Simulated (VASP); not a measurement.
Here is the system:

```
InSb
1.0
    0.00000     3.25944     3.25944
    3.25944     0.00000     3.25944
    3.25944     3.25944     0.00000
In Sb
1 1
Cartesian
  0.00000   0.00000   0.00000
  1.62972   1.62972   1.62972
```

Method: PBEsol GGA, VASP's PBE PAW potentials (set 64) (plane waves; VASP). Numerical set-up: 520 eV cut-off, Gaussian smearing of 0.050 eV, potentials In_d Sb.

### Question
Give the energies of bands 7 to 12 at the high-symmetry points, in eV from the Fermi level.

### Answer

```json
[
 {"band": "7", "Γ": "-0.36", "X": "-5.87", "U": "-5.74", "L": "-5.57", "W": "-5.77"},
 {"band": "8", "Γ": "0.00", "X": "-2.22", "U": "-3.07", "L": "-0.98", "W": "-2.82"},
 {"band": "9", "Γ": "0.00", "X": "-2.22", "U": "-1.88", "L": "-0.98", "W": "-2.69"},
 {"band": "10", "Γ": "0.00", "X": "1.27", "U": "1.56", "L": "0.44", "W": "3.41"},
 {"band": "11", "Γ": "2.93", "X": "1.29", "U": "3.62", "L": "3.77", "W": "3.91"},
 {"band": "12", "Γ": "2.93", "X": "8.02", "U": "6.14", "L": "3.77", "W": "4.14"}
]
```

It has no gap at this level: it comes out as a metal or semimetal.

The compound is InSb in the zinc blende structure. It was relaxed first.
